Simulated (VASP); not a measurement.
Output of a VASP run:

**OSZICAR**
```
       N       E                     dE             d eps       ncg     rms          rms(c)
DAV:   1     0.946050352043E+02    0.94605E+02   -0.83056E+03  3214   0.130E+03
DAV:   2    -0.748311340448E+01   -0.10209E+03   -0.98735E+02  3484   0.343E+02
DAV:   3    -0.880935169728E+01   -0.13262E+01   -0.13143E+01  3657   0.392E+01
DAV:   4    -0.881307459927E+01   -0.37229E-02   -0.37221E-02  3525   0.235E+00
DAV:   5    -0.881309293299E+01   -0.18334E-04   -0.18331E-04  3685   0.167E-01    0.149E+01
DAV:   6    -0.824135560285E+01    0.57174E+00   -0.10114E+00  3442   0.121E+01    0.407E+00
DAV:   7    -0.816585775066E+01    0.75498E-01   -0.19430E-01  3717   0.493E+00    0.913E-01
DAV:   8    -0.816198520504E+01    0.38725E-02   -0.44523E-03  3304   0.946E-01    0.187E-01
DAV:   9    -0.816206206837E+01   -0.76863E-04   -0.90441E-05  3765   0.130E-01    0.847E-02
DAV:  10    -0.816207493449E+01   -0.12866E-04   -0.16153E-05  3352   0.519E-02    0.661E-03
DAV:  11    -0.816207502194E+01   -0.87447E-07   -0.14149E-07  2831   0.436E-03
   1 F= -.81620750E+01 E0= -.81622684E+01  d E =0.580246E-03
```

### OUTCAR
```
------------------------ aborting loop because EDIFF is reached ----------------------------------------
  FORCE on cell =-STRESS in cart. coord.  units (eV):
  Direction    XX          YY          ZZ          XY          YZ          ZX
  --------------------------------------------------------------------------------------
  Total       -0.0472735     -0.0472735     -0.0472735      0.0000000      0.0000000     -0.0000000
  in kB       -4.8541572     -4.8541572     -4.8541572      0.0000000      0.0000000     -0.0000000
  external PRESSURE =      -4.8541572 kB  Pullay stress =       0.0000000 kB
  volume of cell :       15.60
      direct lattice vectors                 reciprocal lattice vectors
    -1.574169647  1.574169647  1.574169647     0.000000000  0.317627773  0.317627773
     1.574169647 -1.574169647  1.574169647     0.317627773  0.000000000  0.317627773
     1.574169647  1.574169647 -1.574169647     0.317627773  0.317627773  0.000000000
 POSITION                                       TOTAL-FORCE (eV/Angst)
 -----------------------------------------------------------------------------------
      0.00000      0.00000      0.00000         0.000000      0.000000      0.000000
 -----------------------------------------------------------------------------------
    total drift:                                0.000000     -0.000000      0.000000
  FREE ENERGIE OF THE ION-ELECTRON SYSTEM (eV)
  ---------------------------------------------------
  free  energy   TOTEN  =        -8.1620750219 eV

  energy  without entropy=       -8.1626552683  energy(sigma->0) =       -8.16226844
```
(Selected blocks of OUTCAR.)

**POSCAR**
```
Mo
1
   -1.5741696471     1.5741696471     1.5741696471
    1.5741696471    -1.5741696471     1.5741696471
    1.5741696471     1.5741696471    -1.5741696471
Mo
1
Direct
  0.0000000000   0.0000000000   0.0000000000
```

Reconstruct the remaining input files.

Several could match; the one computed here: the input of the run itself, optB86b-vdW, plane waves, VASP's PBE PAW potentials (set 64).

KPOINTS:
```
K-points
0
Gamma
 16 16 16
```

INCAR:
```
SYSTEM  =  Mo
PREC  =  Accurate; ENCUT  =  520; LREAL  =  .FALSE.
LASPH  =  .TRUE.
EDIFF  =  1E-7; NELM  =  100; ALGO  =  Normal
LMAXMIX  =  4
ISMEAR  =  1; SIGMA  =  0.1
GGA  =  MK; LUSE_VDW  =  .TRUE.; AGGAC  =  0.0
PARAM1  =  0.1234; PARAM2  =  1.0
ISIF  =  2
LWAVE  =  .FALSE.; LCHARG  =  .FALSE.
```

POTCAR, in this order: Mo_sv (PBE.64 set). Program: vasp_std.

The compound is Mo in the bcc structure. It was relaxed first.
